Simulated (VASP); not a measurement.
Data:

```xyz
2
Lattice="0.0000 2.5848 2.5848 2.5848 0.0000 2.5848 2.5848 2.5848 0.0000" Properties=species:S:1:pos:R:3 pbc="T T T"
Be     0.0000     0.0000     0.0000
Se     1.2924     1.2924     1.2924
```

Calculation: optB86b-vdW, VASP's PBE PAW potentials (set 64) (plane waves; VASP). Numerical set-up: 520 eV cut-off, Gaussian smearing of 0.050 eV, potentials Be Se.

Question: Predict the band gap (along the path) with the smallest direct gap where there is one.

Answer: 
```yaml
band gap (along the path): 2.66 eV
smallest direct gap (along the path): 4.27 eV
```

The absolute energy has meaning only against runs of the same code, potentials and settings.

The compound is BeSe in the zinc blende structure. It was relaxed first.
